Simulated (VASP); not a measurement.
Input:

```
CsI
1.0
    4.71450     0.00000     0.00000
    0.00000     4.71450     0.00000
    0.00000     0.00000     4.71450
Cs I
1 1
Direct
  0.00000   0.00000   0.00000
  0.50000   0.50000   0.50000
```

Method: AM05 GGA, VASP's PBE PAW potentials (set 64) (plane waves; VASP). Run with 520 eV cut-off, 6×6×6 Γ-centred mesh, Gaussian smearing of 0.050 eV, potentials Cs_sv I.

Q: The job: CsI (CsCl type), 2 atoms, AM05, static run, 520 eV, 6×6×6 Γ-centred mesh. Roughly how much core time does it take on a busy server core?

A: About 30 core-seconds (one run on a shared machine, a rough figure). It had 20 irreducible k-points, 12 bands, up to 2872 plane waves and 13 electronic steps.

The compound is CsI in the CsCl type structure. This cell is one point of a volume scan, at 1.06 of the reference volume.
